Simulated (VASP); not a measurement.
Calculation: PBEsol GGA, VASP's PBE PAW potentials (set 64) (plane waves; VASP).

The input files of a VASP run:

### KPOINTS
```
kpoints
0
gamma
 6 6 4
0 0 0
```

### INCAR
```
ENCUT  =  600   ! plane-wave cut-off (eV)
ALGO  =  Normal
PREC  =  Accurate
LCHARG  =  .FALSE.
SYSTEM  =  PbO
GGA  =  PS   ! PBEsol
NELM  =  100   ! most electronic steps
LMAXMIX  =  4
EDIFF  =  1E-7   ! SCF stop (eV)
ISIF  =  2   ! forces and stress, cell fixed
LWAVE  =  .FALSE.
SIGMA  =  0.05   ! width (eV)
LREAL  =  .FALSE.
LASPH  =  .TRUE.
ISMEAR  =  0   ! Gaussian
```

File POSCAR:
```
PbO
5.0319030
  0.8047783832   0.0000000000   0.0000000000
  0.0000000000   0.8047783832   0.0000000000
  0.0000000000   0.0000000000   1.0000000033
Pb O
2 2
Cartesian
  0.4023891916   0.0000000000   0.7642971527
  0.0000000000   0.4023891916   0.2357028506
  0.4023891916   0.4023891916   0.0000000000
  0.0000000000   0.0000000000   0.0000000000
```

POTCAR, in this order: Pb_d O (PBE.64 set). Program: vasp_std.

Output

### OSZICAR
```
       N       E                     dE             d eps       ncg     rms          rms(c)
DAV:   1     0.469447133071E+03    0.46945E+03   -0.22037E+04  1440   0.217E+03
DAV:   2     0.365874745048E+02   -0.43286E+03   -0.42555E+03  1544   0.518E+02
DAV:   3    -0.248815372789E+02   -0.61469E+02   -0.59166E+02  1992   0.198E+02
DAV:   4    -0.269725905353E+02   -0.20911E+01   -0.20896E+01  1576   0.405E+01
DAV:   5    -0.270380995864E+02   -0.65509E-01   -0.65501E-01  2008   0.723E+00    0.115E+01
DAV:   6    -0.231310317786E+02    0.39071E+01   -0.33001E+01  2288   0.433E+01    0.555E+00
DAV:   7    -0.229038590312E+02    0.22717E+00   -0.32792E+00  1912   0.137E+01    0.249E+00
DAV:   8    -0.228905791624E+02    0.13280E-01   -0.86073E-01  1928   0.654E+00    0.134E+00
DAV:   9    -0.228572576572E+02    0.33322E-01   -0.17171E-01  2264   0.353E+00    0.286E-01
DAV:  10    -0.228589768332E+02   -0.17192E-02   -0.19629E-02  1512   0.817E-01    0.591E-02
DAV:  11    -0.228590964324E+02   -0.11960E-03   -0.11258E-03  2520   0.250E-01    0.852E-02
DAV:  12    -0.228590021560E+02    0.94276E-04   -0.28355E-04  2120   0.192E-01    0.313E-02
DAV:  13    -0.228589966328E+02    0.55232E-05   -0.12790E-04  2120   0.856E-02    0.108E-02
DAV:  14    -0.228589953938E+02    0.12390E-05   -0.23317E-05  2120   0.557E-02    0.435E-03
DAV:  15    -0.228589946993E+02    0.69448E-06   -0.29164E-06  2184   0.216E-02    0.830E-04
DAV:  16    -0.228589948062E+02   -0.10691E-06   -0.11553E-07  1168   0.371E-03    0.430E-04
DAV:  17    -0.228589948511E+02   -0.44833E-07   -0.23237E-08   904   0.151E-03
   1 F= -.22858995E+02 E0= -.22858995E+02  d E =-.652405E-11
```

OUTCAR:
```
------------------------ aborting loop because EDIFF is reached ----------------------------------------
  FORCE on cell =-STRESS in cart. coord.  units (eV):
  Direction    XX          YY          ZZ          XY          YZ          ZX
  --------------------------------------------------------------------------------------
  Total       -1.4459142     -1.4459142     -0.8930627      0.0000000     -0.0000000      0.0000000
  in kB      -28.0739621    -28.0739621    -17.3397631      0.0000000     -0.0000000      0.0000000
  external PRESSURE =     -24.4958957 kB  Pullay stress =       0.0000000 kB
  volume of cell :       82.52
      direct lattice vectors                 reciprocal lattice vectors
     4.049566761  0.000000000  0.000000000     0.246939996  0.000000000  0.000000000
     0.000000000  4.049566761  0.000000000     0.000000000  0.246939996  0.000000000
     0.000000000  0.000000000  5.031903017     0.000000000  0.000000000  0.198731970
 POSITION                                       TOTAL-FORCE (eV/Angst)
 -----------------------------------------------------------------------------------
      2.02478      0.00000      3.84587         0.000000      0.000000      0.340085
      0.00000      2.02478      1.18603        -0.000000     -0.000000     -0.340085
      2.02478      2.02478      0.00000         0.000000      0.000000     -0.000000
      0.00000      0.00000      0.00000         0.000000      0.000000     -0.000000
 -----------------------------------------------------------------------------------
    total drift:                                0.000000     -0.000000      0.000000
  FREE ENERGIE OF THE ION-ELECTRON SYSTEM (eV)
  ---------------------------------------------------
  free  energy   TOTEN  =       -22.8589948511 eV

  energy  without entropy=      -22.8589948511  energy(sigma->0) =      -22.85899485
```
(Selected blocks of OUTCAR.)

Without a dispersion term in the relaxation, distances and binding between the weakly bound layers, chains or molecules are unreliable, and so is what depends on them.

The compound is PbO in the litharge structure. This cell was strained or had an atom moved on purpose.
